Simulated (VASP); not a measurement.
VASP runs on Pt (fcc) share one base input (PBE GGA, plane waves, VASP's PBE PAW potentials (set 64)) and change the settings named in each case.

### INCAR
```
! general
SYSTEM  = Pt
PREC    = Accurate
ENCUT   = 400   ! plane-wave cut-off (eV)
LREAL   = F   ! projection in real space or not
LASPH   = T

! electronic loop
EDIFF   = 1E-6   ! SCF stop (eV)
NELM    = 100
ALGO    = Normal
LMAXMIX = 6

! smearing
ISMEAR  = 1   ! Methfessel-Paxton
SIGMA   = 0.1   ! width (eV)

! functional
GGA     = PE   ! PBE

! ions
ISIF    = 2

! output
LWAVE   = F
LCHARG  = F
```

**KPOINTS**
```
Automatic
0
G
 14 14 14
```

File POSCAR:
```
Pt
1
    0.0000000000     1.9992000000     1.9992000000
    1.9992000000     0.0000000000     1.9992000000
    1.9992000000     1.9992000000     0.0000000000
Pt
1
Direct
  0.0000000000   0.0000000000   0.0000000000
```

POTCAR, in this order: Pt (PBE.64 set). Program: vasp_std.

```
change                                  E(σ→0) (eV/atom)  pressure (GPa)
--------------------------------------  ----------------  --------------
base run                                         -6.0983           -5.68
ENCUT = 520, POTCAR Pt_pv (PBE.64 set)           -6.0839           -5.26
ENCUT = 520                                      -6.0986           -5.71
ENCUT = 800                                      -6.0985           -5.33
```
 Energies of different potentials or functionals have different zeros. Unless said otherwise, spin-orbit coupling is left out, though it shifts the bands of the heavy elements here.

Left out are runs that ran out of time, are held back, or changed the cell or the kind of run, fixed moments of cells without a moment, rows past the twelfth, gaps on odd meshes, pressures of charged cells and columns that move by less than the noise.

The compound is Pt in the fcc structure. The cell was not relaxed at this level.
